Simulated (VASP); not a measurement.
OSZICAR of a VASP run on Fe (bcc):

### OSZICAR
```
       N       E                     dE             d eps       ncg     rms          rms(c)
DAV:   1     0.102490123755E+02    0.10249E+02   -0.35583E+03  5573   0.903E+02
DAV:   2    -0.993805175086E+01   -0.20187E+02   -0.18811E+02  5276   0.114E+02
DAV:   3    -0.101482612618E+02   -0.21021E+00   -0.20967E+00  5887   0.159E+01
DAV:   4    -0.101491337319E+02   -0.87247E-03   -0.87241E-03  5771   0.939E-01
DAV:   5    -0.101491418916E+02   -0.81597E-05   -0.81601E-05  5624   0.828E-02    0.126E+01
DAV:   6    -0.898794076700E+01    0.11612E+01   -0.13343E+01  5497   0.596E+01    0.507E+00
DAV:   7    -0.893403166678E+01    0.53909E-01   -0.67928E-01  5495   0.131E+01    0.318E+00
DAV:   8    -0.892569679644E+01    0.83349E-02   -0.59912E-03  6471   0.644E-01    0.143E+00
DAV:   9    -0.891723782393E+01    0.84590E-02   -0.56233E-03  6540   0.613E-01    0.374E-01
DAV:  10    -0.891725697094E+01   -0.19147E-04   -0.10207E-03  6187   0.360E-01    0.124E-01
DAV:  11    -0.891724278797E+01    0.14183E-04   -0.93131E-05  5521   0.151E-01    0.283E-02
DAV:  12    -0.891724337603E+01   -0.58806E-06   -0.21244E-06  4315   0.243E-02
   1 F= -.89172434E+01 E0= -.89171383E+01  d E =-.891724E+01  mag=     2.0899
       N       E                     dE             d eps       ncg     rms          rms(c)
DAV:   1    -0.891767403320E+01   -0.43125E-03   -0.10197E-02  5429   0.180E+00    0.201E-01
DAV:   2    -0.891727321814E+01    0.40082E-03   -0.40770E-03  5487   0.968E-01    0.163E-01
DAV:   3    -0.891724559301E+01    0.27625E-04   -0.18024E-04  5574   0.216E-01    0.670E-02
DAV:   4    -0.891724155598E+01    0.40370E-05   -0.26101E-06  4916   0.258E-02    0.144E-02
DAV:   5    -0.891723867620E+01    0.28798E-05   -0.51086E-06  5296   0.217E-02    0.213E-03
DAV:   6    -0.891723844813E+01    0.22807E-06   -0.86508E-08  2622   0.318E-03
   2 F= -.89172384E+01 E0= -.89171241E+01  d E =0.492790E-05  mag=     2.0860
       N       E                     dE             d eps       ncg     rms          rms(c)
DAV:   1    -0.891739345095E+01   -0.15477E-03   -0.31922E-03  5426   0.101E+00    0.112E-01
DAV:   2    -0.891726504023E+01    0.12841E-03   -0.13010E-03  5492   0.545E-01    0.919E-02
DAV:   3    -0.891725674194E+01    0.82983E-05   -0.58992E-05  5544   0.123E-01    0.378E-02
DAV:   4    -0.891725490290E+01    0.18390E-05   -0.79574E-07  2768   0.144E-02    0.820E-03
DAV:   5    -0.891725304850E+01    0.18544E-05   -0.15639E-06  3929   0.119E-02    0.121E-03
DAV:   6    -0.891725321696E+01   -0.16845E-06   -0.46706E-08  2612   0.228E-03
   3 F= -.89172532E+01 E0= -.89171445E+01  d E =-.984093E-05  mag=     2.0879
```

Question: Which electronic solver shows in the log?

Answer: It is blocked Davidson (ALGO = Normal, or the opening steps of other solvers). The INCAR had ALGO = Normal.

Question: How was spin treated?

Answer: Collinear spin (ISPIN = 2): the summary line carries one mag value, 2.09 μB in the cell.

Question: Can the final energy be trusted as converged?

Answer: The calculation finished and met its thresholds. It stopped with EDIFF = 1E-6, NELM = 100, NSW = 60 and EDIFFG = -0.01 after 3 ionic steps (PBEsol GGA, plane waves, VASP's PBE PAW potentials (set 64)).

The compound is Fe in the bcc structure. This run relaxes it. Symmetry was kept, so distortions that lower it aren't found. The start is the result of an earlier pass.
